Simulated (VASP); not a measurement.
A VASP calculation is set up with these files.

### KPOINTS
```
Automatic mesh
0
Gamma
8 8 8
0 0 0
```

File POSCAR:
```
CaSe
1
    0.0000000000     2.8595444998     2.8595444998
    2.8595444998     0.0000000000     2.8595444998
    2.8595444998     2.8595444998     0.0000000000
Ca Se
1 1
Direct
  0.0000000000   0.0000000000   0.0000000000
  0.5000000000   0.5000000000   0.5000000000
```

**INCAR**
```
! general
SYSTEM  = CaSe
PREC    = Accurate
ENCUT   = 500
LREAL   = .FALSE.
LASPH   = .TRUE.

! electronic loop
EDIFF   = 1E-6
NELM    = 100
ALGO    = Normal
LMAXMIX = 4

! smearing
ISMEAR  = 0
SIGMA   = 0.05

! functional
GGA     = PS

! ions
IBRION  = 2
NSW     = 40
ISIF    = 3
EDIFFG  = -0.02
PSTRESS = 100

! output
LWAVE   = .FALSE.
LCHARG  = .FALSE.
```

POTCAR, in this order: Ca_sv Se (PBE.64 set). Program: vasp_std.

Write an equivalent input for Quantum ESPRESSO's pw.x.

One equivalent input (not run):
```
&CONTROL
  calculation = 'vc-relax'
  pseudo_dir = './pseudo'
  outdir = './out'
  tprnfor = .true.
  tstress = .true.
  nstep = 40
  forc_conv_thr = 0.00078
/
&SYSTEM
  ibrav = 0
  nat = 2
  ntyp = 2
  ecutwfc = 86
  occupations = 'smearing'
  smearing = 'gaussian'
  degauss = 0.003675
  input_dft = 'pbesol'
/
&ELECTRONS
  conv_thr = 7.3e-08
  electron_maxstep = 100
/
&IONS
/
&CELL
  press = 100
/
ATOMIC_SPECIES
  Ca 40.078 Ca.upf
  Se 78.971 Se.upf
CELL_PARAMETERS angstrom
     0.0000000    2.8595445    2.8595445
     2.8595445    0.0000000    2.8595445
     2.8595445    2.8595445    0.0000000
ATOMIC_POSITIONS crystal
  Ca   0.0000000  0.0000000  0.0000000
  Se   0.5000000  0.5000000  0.5000000
K_POINTS automatic
  8 8 8 0 0 0
```
What does not carry over: the potentials are each code's own (VASP's PAW set, PseudoDojo norm-conserving files in pw.x), so ENCUT and ecutwfc are chosen apart and not converted; conv_thr bounds pw.x's estimated SCF error, while EDIFF bounds the energy change between steps; forc_conv_thr acts on force components and is met together with etot_conv_thr.

The structure was generated: CaSe was put into the rock salt type (Fm-3m), which need not be its known phase. This run relaxes it under an external pressure of 10 GPa. Symmetry was kept, so distortions that lower it aren't found.
